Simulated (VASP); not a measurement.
These are PBE GGA, VASP's PBE PAW potentials (set 64) (plane waves; VASP) values and carry that method's errors.

VASP ran on this input.

File POSCAR:
```
RuSe
1.0
  3.4580000000   0.0000000000   0.0000000000
  0.0000000000   3.4580000000   0.0000000000
  0.0000000000   0.0000000000   3.4580000000
Ru Se
1 1
Cart
  0.0000000000   0.0000000000   0.0000000000
  1.7290000000   1.7290000000   1.7290000000
```

### INCAR
```
PREC = Accurate
GGA = PE   # PBE
LMAXMIX = 4   # l cut-off of mixed one-centre charges
NELM = 100   # most electronic steps
ISIF = 3   # ions, shape and volume
ALGO = Normal
NSW = 60
EDIFF = 1E-6
LASPH = T   # aspherical one-centre terms
IBRION = 2
EDIFFG = -0.01
ENCUT = 400   # plane-wave cut-off (eV)
LREAL = F
SIGMA = 0.1
LWAVE = F
SYSTEM = RuSe
ISMEAR = 1   # Methfessel-Paxton
LCHARG = F
```

### KPOINTS
```
Regular mesh
0
Gamma
  10 10 10
0 0 0
```

POTCAR, in this order: Ru_pv Se (PBE.64 set). Program: vasp_std.

The run wrote:

File OSZICAR:
```
       N       E                     dE             d eps       ncg     rms          rms(c)
DAV:   1     0.965853624839E+02    0.96585E+02   -0.10117E+04  1856   0.108E+03
DAV:   2    -0.863230803622E+01   -0.10522E+03   -0.10294E+03  1856   0.276E+02
DAV:   3    -0.113012273046E+02   -0.26689E+01   -0.26388E+01  1874   0.439E+01
DAV:   4    -0.113265585531E+02   -0.25331E-01   -0.25325E-01  1968   0.417E+00
DAV:   5    -0.113269129689E+02   -0.35442E-03   -0.35441E-03  1912   0.402E-01    0.609E+00
DAV:   6    -0.112732006374E+02    0.53712E-01   -0.25217E+00  1628   0.146E+01    0.437E+00
DAV:   7    -0.110441285098E+02    0.22907E+00   -0.66247E-01  1698   0.770E+00    0.194E+00
DAV:   8    -0.110373565425E+02    0.67720E-02   -0.76439E-02  1654   0.222E+00    0.568E-01
DAV:   9    -0.110376025272E+02   -0.24598E-03   -0.73462E-04  1884   0.299E-01    0.282E-01
DAV:  10    -0.110376277664E+02   -0.25239E-04   -0.80361E-04  1756   0.288E-01    0.265E-02
DAV:  11    -0.110376292691E+02   -0.15027E-05   -0.10928E-05  1926   0.390E-02    0.105E-02
DAV:  12    -0.110376293181E+02   -0.48924E-07   -0.16092E-06  1238   0.111E-02
   1 F= -.11037629E+02 E0= -.11038103E+02  d E =-.110376E+02
       N       E                     dE             d eps       ncg     rms          rms(c)
DAV:   1    -0.798082505600E+02   -0.68771E+02   -0.12936E+03  1588   0.383E+02    0.109E+02
DAV:   2    -0.161567938916E+02    0.63651E+02   -0.20860E+02  1580   0.174E+02    0.287E+01
DAV:   3    -0.124753334483E+02    0.36815E+01   -0.61167E+00  1826   0.257E+01    0.140E+01
DAV:   4    -0.114082625156E+02    0.10671E+01   -0.95251E+00  1646   0.314E+01    0.103E+01
DAV:   5    -0.112824379329E+02    0.12582E+00   -0.10418E+00  1796   0.122E+01    0.540E+00
DAV:   6    -0.113397614788E+02   -0.57324E-01   -0.79677E-02  1970   0.316E+00    0.151E+00
DAV:   7    -0.113075590024E+02    0.32202E-01   -0.14860E-01  1604   0.444E+00    0.383E-01
DAV:   8    -0.113075284283E+02    0.30574E-04   -0.18003E-03  1870   0.485E-01    0.205E-01
DAV:   9    -0.113074994604E+02    0.28968E-04   -0.59126E-05  1906   0.744E-02    0.638E-02
DAV:  10    -0.113074940869E+02    0.53734E-05   -0.17894E-05  1766   0.385E-02    0.124E-02
DAV:  11    -0.113074947665E+02   -0.67955E-06   -0.17323E-07   862   0.363E-03
   2 F= -.11307495E+02 E0= -.11307281E+02  d E =-.269865E+00
       N       E                     dE             d eps       ncg     rms          rms(c)
DAV:   1    -0.284246770263E+02   -0.17117E+02   -0.26806E+02  1598   0.213E+02    0.444E+01
DAV:   2    -0.188649835611E+02    0.95597E+01   -0.18550E+02  1606   0.121E+02    0.236E+01
DAV:   3    -0.125230292142E+02    0.63420E+01   -0.13307E+01  1568   0.342E+01    0.175E+01
DAV:   4    -0.122419581395E+02    0.28107E+00   -0.72371E-01  1724   0.613E+00    0.120E+01
DAV:   5    -0.121970286965E+02    0.44929E-01   -0.23504E-01  1658   0.398E+00    0.509E+00
DAV:   6    -0.121639753337E+02    0.33053E-01   -0.10630E-01  1702   0.277E+00    0.171E+00
DAV:   7    -0.121686360001E+02   -0.46607E-02   -0.92353E-03  2024   0.948E-01    0.668E-01
DAV:   8    -0.121663260351E+02    0.23100E-02   -0.93146E-03  1748   0.980E-01    0.117E-01
DAV:   9    -0.121663127463E+02    0.13289E-04   -0.50866E-04  1676   0.233E-01    0.239E-02
DAV:  10    -0.121663126310E+02    0.11525E-06   -0.10943E-05  2162   0.289E-02    0.130E-02
DAV:  11    -0.121663119087E+02    0.72230E-06   -0.15877E-06  1038   0.110E-02
   3 F= -.12166312E+02 E0= -.12166971E+02  d E =-.112868E+01
       N       E                     dE             d eps       ncg     rms          rms(c)
DAV:   1    -0.121853046787E+02   -0.18992E-01   -0.29905E-01  1598   0.665E+00    0.103E+00
DAV:   2    -0.121735383595E+02    0.11766E-01   -0.11585E-01  1598   0.366E+00    0.443E-01
DAV:   3    -0.121680335549E+02    0.55048E-02   -0.13520E-02  1610   0.122E+00    0.133E-01
DAV:   4    -0.121677864553E+02    0.24710E-03   -0.19857E-03  1604   0.344E-01    0.428E-02
DAV:   5    -0.121677958549E+02   -0.93996E-05   -0.51826E-05  1844   0.685E-02    0.303E-02
DAV:   6    -0.121678131893E+02   -0.17334E-04   -0.14283E-05  1724   0.343E-02    0.383E-03
DAV:   7    -0.121678133536E+02   -0.16422E-06   -0.43310E-07  1366   0.564E-03
   4 F= -.12167813E+02 E0= -.12168449E+02  d E =-.113018E+01
       N       E                     dE             d eps       ncg     rms          rms(c)
DAV:   1    -0.121806516489E+02   -0.12838E-01   -0.22244E-01  1604   0.575E+00    0.889E-01
DAV:   2    -0.121717615196E+02    0.88901E-02   -0.84877E-02  1598   0.314E+00    0.372E-01
DAV:   3    -0.121678766101E+02    0.38849E-02   -0.96386E-03  1610   0.103E+00    0.114E-01
DAV:   4    -0.121676973141E+02    0.17930E-03   -0.14380E-03  1616   0.295E-01    0.366E-02
DAV:   5    -0.121677055062E+02   -0.81920E-05   -0.35207E-05  1820   0.564E-02    0.260E-02
DAV:   6    -0.121677189391E+02   -0.13433E-04   -0.10329E-05  1748   0.293E-02    0.321E-03
DAV:   7    -0.121677190686E+02   -0.12945E-06   -0.30745E-07  1312   0.477E-03
   5 F= -.12167719E+02 E0= -.12168328E+02  d E =-.113009E+01
       N       E                     dE             d eps       ncg     rms          rms(c)
DAV:   1    -0.121882666008E+02   -0.20548E-01   -0.35901E-01  1616   0.733E+00    0.109E+00
DAV:   2    -0.121737866792E+02    0.14480E-01   -0.13287E-01  1610   0.393E+00    0.471E-01
DAV:   3    -0.121678931362E+02    0.58935E-02   -0.14779E-02  1610   0.127E+00    0.159E-01
DAV:   4    -0.121675928608E+02    0.30028E-03   -0.21696E-03  1622   0.408E-01    0.462E-02
DAV:   5    -0.121676102759E+02   -0.17415E-04   -0.27269E-05  1930   0.490E-02    0.300E-02
DAV:   6    -0.121676174141E+02   -0.71383E-05   -0.13577E-05  1706   0.346E-02    0.277E-03
DAV:   7    -0.121676175078E+02   -0.93667E-07   -0.40666E-07  1450   0.516E-03
   6 F= -.12167618E+02 E0= -.12168259E+02  d E =0.101561E-03
       N       E                     dE             d eps       ncg     rms          rms(c)
DAV:   1    -0.121742645900E+02   -0.66472E-02   -0.10932E-01  1604   0.403E+00    0.618E-01
DAV:   2    -0.121698620268E+02    0.44026E-02   -0.41281E-02  1598   0.219E+00    0.257E-01
DAV:   3    -0.121680036730E+02    0.18584E-02   -0.46118E-03  1610   0.712E-01    0.805E-02
DAV:   4    -0.121679189701E+02    0.84703E-04   -0.69208E-04  1616   0.207E-01    0.252E-02
DAV:   5    -0.121679241842E+02   -0.52141E-05   -0.15629E-05  1838   0.376E-02    0.179E-02
DAV:   6    -0.121679317067E+02   -0.75225E-05   -0.49467E-06  1724   0.204E-02    0.211E-03
DAV:   7    -0.121679317823E+02   -0.75629E-07   -0.13793E-07  1114   0.325E-03
   7 F= -.12167932E+02 E0= -.12168556E+02  d E =-.212714E-03
```

### OUTCAR
```
------------------------ aborting loop because EDIFF is reached ----------------------------------------
  FORCE on cell =-STRESS in cart. coord.  units (eV):
  Direction    XX          YY          ZZ          XY          YZ          ZX
  --------------------------------------------------------------------------------------
  Total        0.0013879      0.0013879      0.0013879     -0.0000000     -0.0000000     -0.0000000
  in kB        0.0726157      0.0726157      0.0726157     -0.0000000     -0.0000000     -0.0000000
  external PRESSURE =       0.0726157 kB  Pullay stress =       0.0000000 kB
  volume of cell :       30.62
      direct lattice vectors                 reciprocal lattice vectors
     3.128566774 -0.000000000  0.000000000     0.319635179 -0.000000000  0.000000000
     0.000000000  3.128566774  0.000000000    -0.000000000  0.319635179  0.000000000
    -0.000000000 -0.000000000  3.128566774    -0.000000000 -0.000000000  0.319635179
 POSITION                                       TOTAL-FORCE (eV/Angst)
 -----------------------------------------------------------------------------------
     -0.00000     -0.00000      3.12857        -0.000000      0.000000      0.000000
      1.56428      1.56428      1.56428         0.000000     -0.000000     -0.000000
 -----------------------------------------------------------------------------------
    total drift:                                0.000000      0.000000      0.000000
  FREE ENERGIE OF THE ION-ELECTRON SYSTEM (eV)
  ---------------------------------------------------
  free  energy   TOTEN  =       -12.1679317823 eV

  energy  without entropy=      -12.1698050361  energy(sigma->0) =      -12.16855620

 reached required accuracy - stopping structural energy minimisation
```
(Selected blocks of OUTCAR.)

File CONTCAR:
```
RuSe
   1.00000000000000
     3.1285667739309861   -0.0000000000000000    0.0000000000000000
     0.0000000000000000    3.1285667739309861    0.0000000000000000
    -0.0000000000000000   -0.0000000000000000    3.1285667739309861
  Ru              Se
     1     1
Direct
     0.0000000000000000    0.0000000000000000    1.0000000000000000
     0.5000000000000000    0.5000000000000000    0.5000000000000000
```

Energy and stress use the plane-wave basis of the starting cell.

The structure was generated: RuSe was put into the CsCl type type (Pm-3m), which need not be its known phase. This run relaxes it. Symmetry was kept, so distortions that lower it aren't found.
